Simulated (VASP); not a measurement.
Given:

```yaml
crystal:
  lattice:
    - [0.00000, 2.30888, 2.30888]
    - [2.30888, 0.00000, 2.30888]
    - [2.30888, 2.30888, 0.00000]
  atoms:
    - { symbol: Zr, position: [0.00000, 0.00000, 0.00000] }
    - { symbol: C, position: [0.50000, 0.50000, 0.50000] }
```

These are PBE GGA, VASP's PBE PAW potentials (set 64) (plane waves; VASP) values and carry that method's errors. Settings: 400 eV cut-off, 10×10×10 Γ-centred mesh, Gaussian smearing of 0.20 eV, potentials Zr_sv C.

At this cut-off the stress carries a Pulay error, which pulls relaxed volumes low.

Question: Give the stress tensor in GPa (positive for a compressed cell).

Answer: 
```
13.94   0.00   0.00
 0.00  13.94   0.00
 0.00   0.00  13.94
```
The pressure is its mean diagonal, 13.94 GPa.

The structure is a typed ZrC crystal (Fm-3m). The cell was not relaxed at this level.
